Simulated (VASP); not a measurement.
SiO₂ (quartz): the LDA highest Γ mode (no LO-TO splitting) against the volume, with shape and ions relaxed at each volume; LDA's own equilibrium is at 12.263 Å³/atom. VASP (PAW), 520 eV cut-off, 6×6×5 Γ-centred mesh, Gaussian smearing of 0.010 eV, potentials Si O.  Fit ln ω as a straight line in ln V.

```json
[
 {"V (Å³/atom)": "11.16", "ln(ω/cm⁻¹)": "7.0363"},
 {"V (Å³/atom)": "11.528", "ln(ω/cm⁻¹)": "7.0396"},
 {"V (Å³/atom)": "11.895", "ln(ω/cm⁻¹)": "7.0423"},
 {"V (Å³/atom)": "12.263", "ln(ω/cm⁻¹)": "7.0474"},
 {"V (Å³/atom)": "12.631", "ln(ω/cm⁻¹)": "7.0521"}
]
```

Problem. Fit the rows as the text says and predict the value at 10.792.

Solution. The slope is 0.13, a mode Grüneisen parameter of -0.13. The line misses the rows by up to 0.0014 and gives 7.0313 at 10.792. The run gave 7.0344, +0.0031 from the line.

Left out are failed runs and those whose mesh is unfit for this quantity.

The compound is SiO2 in the quartz structure.
